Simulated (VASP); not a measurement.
An input for Ansatz (written as the equivalent of a VASP run, and not itself run):

Ansatz 0.2 input:
```yaml
crystal:
  lattice:
    - [3.6846201, 0.0000000, 0.0000000]
    - [-1.8423100, 3.1909744, 0.0000000]
    - [0.0000000, 0.0000000, 4.4686234]
  atoms:
    - { symbol: Ca, position: [0.3333330, 0.6666670, 0.9375114] }
    - { symbol: Ca, position: [0.6666670, 0.3333330, 0.4375114] }
    - { symbol: O, position: [0.3333330, 0.6666670, 0.4374886] }
    - { symbol: O, position: [0.6666670, 0.3333330, 0.9374886] }
kpoints:
  mp_grid: { grid: [7, 7, 5] }
hamiltonian:
  xc: pbesol
  pseudopotentials: { kind: paw }
scf:
  occupations: { method: gaussian, width: 0.05 }
  max_iter: 100
relax:
  max_steps: 40
  f_tol: 0.02
  cell: { p_target: 45 }
output: { forces: true, stress: true, eigenvalues: true }
```

Question: Write the VASP files for the same calculation (PBEsol).

Answer: This is not unique; one that fits is 
File KPOINTS:
```
Automatic mesh
0
Gamma
7 7 5
0 0 0
```

**INCAR**
```
EDIFFG = -0.02
ALGO = Normal   # blocked Davidson
IBRION = 2   # conjugate gradients
EDIFF = 1E-6   # SCF stop (eV)
NELM = 100
ISMEAR = 0   # Gaussian
LASPH = .TRUE.   # aspherical one-centre terms
LREAL = .FALSE.
PSTRESS = 450   # kbar
GGA = PS
SIGMA = 0.05
LWAVE = .FALSE.
LCHARG = .FALSE.
PREC = Accurate
ISIF = 3
NSW = 40   # most ionic steps
ENCUT = 620   # plane-wave cut-off (eV)
SYSTEM = CaO
```

**POSCAR**
```
CaO
1.0
  3.6846200900   0.0000000000   0.0000000000
 -1.8423100450   3.1909743684   0.0000000000
  0.0000000000   0.0000000000   4.4686233683
Ca O
2 2
Cartesian
 -0.0000018423   2.1273173093   4.1893854332
  1.8423118873   1.0636570591   1.9550737491
 -0.0000018423   2.1273173093   1.9549716982
  1.8423118873   1.0636570591   4.1892833824
```

POTCAR, in this order: Ca_sv O (PBE.64 set). Program: vasp_std.

What does not carry over: each code has its own PAW files, so the cut-off isn't converted (ENCUT is set for VASP's; basis.ecutwfc is left out, and Ansatz then takes the one that its files recommend); Ansatz stops its SCF on the density residual and VASP on the energy change (EDIFF).

The structure was generated: CaO was put into the wurtzite type (P6_3mc), which need not be its known phase. This run relaxes it under an external pressure of 45 GPa. It ends in space group P6_3/mmc. Symmetry was kept, so distortions that lower it aren't found.
